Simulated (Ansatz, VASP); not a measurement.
**Two plane-wave programs on Y3Ge**

The input INCAR:

```
SYSTEM = Y3Ge
PREC = Accurate
ENCUT = 520
EDIFF = 1E-6
ISMEAR = 0
SIGMA = 0.1
LREAL = .False.
LASPH = .True.
NELM = 100
ALGO = Normal
ISIF = 2
LWAVE = .False.
LCHARG = .False.
GGA = PS
NBANDS = 32
```

Contents of KPOINTS:

```
Automatic mesh
0
Gamma
  14 14 14
  0 0 0
```

File POSCAR:

```
Y3Ge
1.0
   -2.2707629838      2.2707629838      5.6770687374
    2.2707629838     -2.2707629838      5.6770687374
    2.2707629838      2.2707629838     -5.6770687374
Y Ge
3 1
Direct
    0.7500000000      0.2500000000      0.5000000000
    0.2500000000      0.7500000000      0.5000000000
    0.5000000000      0.5000000000      0.0000000000
    0.0000000000      0.0000000000      0.0000000000
```

Input for Ansatz:

```yaml
crystal:
  lattice:
    - [-2.2707629838, 2.2707629838, 5.6770687374]
    - [2.2707629838, -2.2707629838, 5.6770687374]
    - [2.2707629838, 2.2707629838, -5.6770687374]
  atoms:
    - { symbol: "Y", position: [0.75, 0.25, 0.5] }
    - { symbol: "Y", position: [0.25, 0.75, 0.5] }
    - { symbol: "Y", position: [0.5, 0.5, 0.0] }
    - { symbol: Ge, position: [0.0, 0.0, 0.0] }
basis:
  ecutwfc: 420
kpoints:
  mp_grid: { grid: [14, 14, 14] }
hamiltonian:
  xc: pbesol
scf:
  occupations: { method: gaussian, width: 0.1 }
output:
  forces: true
  stress: true
  eigenvalues: true
  populations: true
```

Alike in both runs: task single point; functional PBEsol; k mesh 14 × 14 × 14; occupations gaussian, width 0.1 eV; no spin polarisation.

```csv
,VASP,Ansatz
version,VASP 6.6.1,Ansatz 0.2.0
potentials or method,"VASP PAW PBE potentials, release 64 (Y_sv, Ge_d)","scalar-relativistic, plane waves, PAW"
plane-wave cutoff (eV),520,420
valence electrons in the cell,47,47
```

```csv
,VASP,Ansatz,Ansatz less VASP
gap on the k mesh at the Fermi level (eV),none,none,-
pressure (GPa),-5.8,-5.8,+0.03
largest component of the traceless stress (GPa),2.87,2.88,+0.007
```

A gap of «none» marks a metal or a gap that the smearing closes.

Caveats: the PAW data sets were made with another functional, which shifts forces and pressure a little (VASP).
